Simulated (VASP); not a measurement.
Method: MS2 meta-GGA, VASP's PBE PAW potentials (set 64) (plane waves; VASP).

Input for VASP

**POSCAR**
```
KTaO3
1
    3.9537069739     0.0000000000     0.0000000000
    0.0000000000     3.9537069739     0.0000000000
    0.0000000000     0.0000000000     3.9537069739
K Ta O
1 1 3
Direct
  0.0000000000   0.0000000000   0.0000000000
  0.5000000000   0.5000000000   0.5000000000
  0.5000000000   0.0000000000   0.5000000000
  0.0000000000   0.5000000000   0.5000000000
  0.5000000000   0.5000000000   0.0000000000
```

### KPOINTS
```
Automatic mesh
0
Gamma
6 6 6
0 0 0
```

### INCAR
```
SYSTEM = KTaO3
PREC = Accurate; ENCUT = 520; LREAL = .FALSE.
LASPH = .TRUE.
EDIFF = 1E-7; NELM = 100; ALGO = Normal
LMAXMIX = 6; LMIXTAU = .TRUE.
ISMEAR = 0; SIGMA = 0.05
METAGGA = MS2
ISIF = 2
LWAVE = .FALSE.; LCHARG = .FALSE.
```

POTCAR, in this order: K_sv Ta_pv O (PBE.64 set). Program: vasp_std.

Output of the run:

**OSZICAR**
```
       N       E                     dE             d eps       ncg     rms          rms(c)
DAV:   1     0.288938895814E+03    0.28894E+03   -0.20512E+04   920   0.160E+03
DAV:   2    -0.615787737223E+02   -0.35052E+03   -0.34526E+03  1118   0.442E+02
DAV:   3    -0.791375382973E+02   -0.17559E+02   -0.17467E+02  1217   0.984E+01
DAV:   4    -0.797599345821E+02   -0.62240E+00   -0.61994E+00  1510   0.153E+01
DAV:   5    -0.797679903055E+02   -0.80557E-02   -0.80551E-02  1067   0.156E+00    0.430E+01
DAV:   6    -0.366638603144E+02    0.43104E+02   -0.47955E+01  1186   0.661E+01    0.165E+01
DAV:   7    -0.426036828488E+02   -0.59398E+01   -0.12313E+01  1494   0.315E+01    0.823E+00
DAV:   8    -0.407069575852E+02    0.18967E+01   -0.11258E+01  1316   0.297E+01    0.302E+00
DAV:   9    -0.365605856850E+02    0.41464E+01   -0.29407E+00  1145   0.159E+01    0.188E+00
DAV:  10    -0.365469989814E+02    0.13587E-01   -0.55225E-02  1346   0.186E+00    0.162E+00
DAV:  11    -0.366230737058E+02   -0.76075E-01   -0.68559E-02  1292   0.247E+00    0.144E+00
DAV:  12    -0.365629345626E+02    0.60139E-01   -0.37401E-01  1183   0.590E+00    0.452E-01
DAV:  13    -0.365634689568E+02   -0.53439E-03   -0.82847E-02  1187   0.240E+00    0.463E-01
DAV:  14    -0.365577664048E+02    0.57026E-02   -0.60040E-03  1316   0.749E-01    0.252E-01
DAV:  15    -0.365646332461E+02   -0.68668E-02   -0.86074E-03  1032   0.109E+00    0.147E-01
DAV:  16    -0.365641658536E+02    0.46739E-03   -0.32632E-03  1463   0.504E-01    0.116E-01
DAV:  17    -0.365651024246E+02   -0.93657E-03   -0.25956E-03  1029   0.499E-01    0.116E-01
DAV:  18    -0.365648577083E+02    0.24472E-03   -0.68442E-04  1174   0.278E-01    0.735E-02
DAV:  19    -0.365648705214E+02   -0.12813E-04   -0.28955E-04  1032   0.206E-01    0.294E-02
DAV:  20    -0.365649020419E+02   -0.31520E-04   -0.31643E-05  1418   0.627E-02    0.274E-02
DAV:  21    -0.365648863417E+02    0.15700E-04   -0.50483E-05  1039   0.673E-02    0.342E-03
DAV:  22    -0.365648869005E+02   -0.55873E-06   -0.20199E-06  1339   0.147E-02    0.142E-03
DAV:  23    -0.365648873846E+02   -0.48411E-06   -0.48003E-07  1354   0.662E-03    0.177E-03
DAV:  24    -0.365648870526E+02    0.33192E-06   -0.34868E-07  1038   0.573E-03    0.885E-04
DAV:  25    -0.365648869758E+02    0.76794E-07   -0.45454E-08   656   0.219E-03
   1 F= -.36564887E+02 E0= -.36564887E+02  d E =-.108832E-14
```

OUTCAR:
```
------------------------ aborting loop because EDIFF is reached ----------------------------------------
  FORCE on cell =-STRESS in cart. coord.  units (eV):
  Direction    XX          YY          ZZ          XY          YZ          ZX
  --------------------------------------------------------------------------------------
  Total        2.6021200      2.6021200      2.6021200      0.0000000     -0.0000000      0.0000000
  in kB       67.4566028     67.4566028     67.4566028      0.0000000     -0.0000000      0.0000000
  external PRESSURE =      67.4566028 kB  Pullay stress =       0.0000000 kB
  volume of cell :       61.80
      direct lattice vectors                 reciprocal lattice vectors
     3.953706974  0.000000000  0.000000000     0.252927191  0.000000000  0.000000000
     0.000000000  3.953706974  0.000000000     0.000000000  0.252927191  0.000000000
     0.000000000  0.000000000  3.953706974     0.000000000  0.000000000  0.252927191
 POSITION                                       TOTAL-FORCE (eV/Angst)
 -----------------------------------------------------------------------------------
      0.00000      0.00000      0.00000         0.000000      0.000000      0.000000
      1.97685      1.97685      1.97685         0.000000      0.000000      0.000000
      1.97685      0.00000      1.97685         0.000000      0.000000      0.000000
      0.00000      1.97685      1.97685         0.000000      0.000000      0.000000
      1.97685      1.97685      0.00000         0.000000      0.000000      0.000000
 -----------------------------------------------------------------------------------
    total drift:                                0.000000      0.000000     -0.000000
  FREE ENERGIE OF THE ION-ELECTRON SYSTEM (eV)
  ---------------------------------------------------
  free  energy   TOTEN  =       -36.5648869758 eV

  energy  without entropy=      -36.5648869758  energy(sigma->0) =      -36.56488698
```
(Selected blocks of OUTCAR.)

File OUTCAR:
```
 val. band max:        1.7229485461   @ k =   0.5000   0.5000   0.5000

 cond. band min:       4.0817482093   @ k =   0.0000   0.0000   0.0000


 Fermi energy:         1.9819061388

 k-point     1 :       0.0000    0.0000    0.0000
  band No.  band energies     occupation
      1     -32.2363      2.00000
      2     -32.2363      2.00000
      3     -32.2363      2.00000
      4     -26.9920      2.00000
      5     -17.1820      2.00000
      6     -16.5172      2.00000
      7     -16.5172      2.00000
      8      -9.4573      2.00000
      9      -9.4573      2.00000
     10      -9.4573      2.00000
     11      -0.7612      2.00000
     12      -0.7612      2.00000
     13      -0.7612      2.00000
     14       0.6044      2.00000
     15       0.6044      2.00000
     16       0.6044      2.00000
     17       1.0870      2.00000
     18       1.0870      2.00000
     19       1.0870      2.00000
     20       4.0817      0.00000
     21       4.0817      0.00000
     22       4.0817      0.00000
     23       9.0044      0.00000

 k-point     2 :       0.1667    0.0000    0.0000
  band No.  band energies     occupation
      1     -32.2714      2.00000
      2     -32.2351      2.00000
      3     -32.2351      2.00000
      4     -26.9843      2.00000
      5     -17.1095      2.00000
      6     -16.5115      2.00000
      7     -16.3365      2.00000
      8      -9.4472      2.00000
      9      -9.4472      2.00000
     10      -9.4246      2.00000
     11      -1.4585      2.00000
     12      -0.7977      2.00000
     13      -0.7977      2.00000
     14       0.1986      2.00000
     15       0.1986      2.00000
     16       0.3831      2.00000
     17       0.4791      2.00000
     18       0.9680      2.00000
     19       0.9680      2.00000
     20       4.1202      0.00000
     21       4.9126      0.00000
     22       4.9126      0.00000
     23       9.4345      0.00000

 k-point     3 :       0.3333    0.0000    0.0000
...
```

Unless said otherwise, spin-orbit coupling is left out, though it shifts the bands of the heavy elements here.

The compound is KTaO3 in the cubic perovskite structure. This cell is one point of a volume scan, at 0.97 of the reference volume.
